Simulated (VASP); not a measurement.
Given:

```
CELL_PARAMETERS angstrom
      4.02175     0.00000     0.00000
      0.00000     4.02175     0.00000
      0.00000     0.00000     4.98369
ATOMIC_POSITIONS crystal
  Pb 0.50000 0.00000 0.75795
  Pb 0.00000 0.50000 0.24205
  O  0.50000 0.50000 0.00000
  O  0.00000 0.00000 0.00000
```

Method: LDA (Ceperley-Alder, Perdew-Zunger), VASP's LDA PAW potentials (set 64) (plane waves; VASP 6.6.1). Numerical set-up: 520 eV cut-off, 6×6×5 Γ-centred mesh, Gaussian smearing of 0.050 eV, potentials Pb_d O.

### Question
The ions and cell shape at fixed volume are relaxed. What does this cell relax into?

### Answer

```
CELL_PARAMETERS angstrom
      3.95769     0.00000     0.00000
      0.00000     3.95769     0.00000
      0.00000     0.00000     5.14633
ATOMIC_POSITIONS crystal
  Pb 0.50000 0.00000 0.77006
  Pb 0.00000 0.50000 0.22994
  O  0.50000 0.50000 0.00000
  O  0.00000 0.00000 0.00000
```
Space group P4/nmm (129), at a tolerance of 0.03 Å.

### Question
How much energy does the relaxation gain?

### Answer
The energy (σ→0) changes by -13.4 meV/atom, in 8 ionic steps.

The compound is PbO in the litharge structure. This cell is one point of a volume scan, at 1.06 of the reference volume. Symmetry was kept, so distortions that lower it aren't found.
